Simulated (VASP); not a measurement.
A run of VASP 6.6.1:

Contents of INCAR:

```
PREC = Accurate
ENCUT = 520
EDIFF = 1E-6
ISMEAR = 0
SIGMA = 0.1
LREAL = False
LASPH = True
NELM = 100
ALGO = Fast
ISIF = 2
LWAVE = False
LCHARG = False
GGA = PE
NBANDS = 43
```

The input KPOINTS:

```
Automatic mesh
0
Gamma
  3 3 3
```

The input POSCAR:

```
LaSi3Ir
1.0
    5.4792340000      0.0179400000     -1.0448780000
   -1.0465690000      5.7928680000      0.4684900000
    0.9742760000      0.2664900000      5.6712580000
Ir Si La
2 6 2
Direct
    0.1978955281      0.7605187880      0.5622980363
    0.7754124231      0.4584540002      0.3659934475
    0.4559522641      0.6661137271      0.9724429518
    0.9510953149      0.8198274587      0.2064283805
    0.7496857210      0.0701077149      0.4639907677
    0.2897417727      0.4062945580      0.7436612594
    0.8768331063      0.8515009373      0.7993173557
    0.2954308398      0.0051000631      0.8838079411
    0.7672191457      0.3290225822      0.8737314749
    0.2383553417      0.2706641021      0.2635464349
```

Potentials or basis: VASP PAW PBE potentials, release 64 (Ir, Si, La).

Run with:

```console
$ cat potpaw_PBE.64/Ir/POTCAR potpaw_PBE.64/Si/POTCAR potpaw_PBE.64/La/POTCAR > POTCAR
$ mpirun -np 1 vasp_std > vasp.out
```

Hardware: 1 thread of Intel(R) Xeon(R) Platinum 8175M CPU @ 2.50GHz (Skylake/Cascade Lake) (shared host).

Question: Estimate the wall time of this run.

Answer: It took 14 min on 1 thread of Intel(R) Xeon(R) Platinum 8175M CPU @ 2.50GHz (Skylake/Cascade Lake), on a shared host, peak memory 0.36 GiB. Counts: scf iterations 46, k points 14.
